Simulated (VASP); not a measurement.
Consider the following.

```
HgS
1.0
    0.00000     2.73294     2.73294
    2.73294     0.00000     2.73294
    2.73294     2.73294     0.00000
Hg S
1 1
Direct
  0.00000   0.00000   0.00000
  0.50000   0.50000   0.50000
```

Method: PBEsol GGA, VASP's PBE PAW potentials (set 64) (plane waves; VASP). Run with 400 eV cut-off, Gaussian smearing of 0.050 eV, potentials Hg S.

Q: Give the energies of bands 2 to 11 at the high-symmetry points, in eV from the Fermi level.

A: 
| band | Γ | X | U | L | W |
|---|---|---|---|---|---|
| 2 | -6.36 | -6.67 | -6.74 | -7.53 | -6.82 |
| 3 | -6.36 | -6.16 | -6.59 | -7.03 | -6.47 |
| 4 | -6.36 | -5.85 | -6.26 | -7.03 | -6.47 |
| 5 | -6.36 | -5.85 | -5.91 | -5.97 | -5.85 |
| 6 | -6.36 | -5.15 | -5.62 | -5.97 | -5.36 |
| 7 | -1.33 | -4.79 | -4.29 | -5.00 | -3.83 |
| 8 | -1.33 | -2.70 | -3.92 | 0.23 | -3.52 |
| 9 | -1.33 | -2.70 | -1.59 | 0.23 | -3.52 |
| 10 | -0.71 | -1.75 | 0.85 | 2.98 | 2.37 |
| 11 | 9.62 | 6.58 | 6.40 | 5.18 | 6.35 |

It has no gap at this level: it comes out as a metal or semimetal.

The structure was generated: HgS was put into the rock salt type (Fm-3m), which need not be its known phase. It was relaxed first, which changed the volume by +22 %.
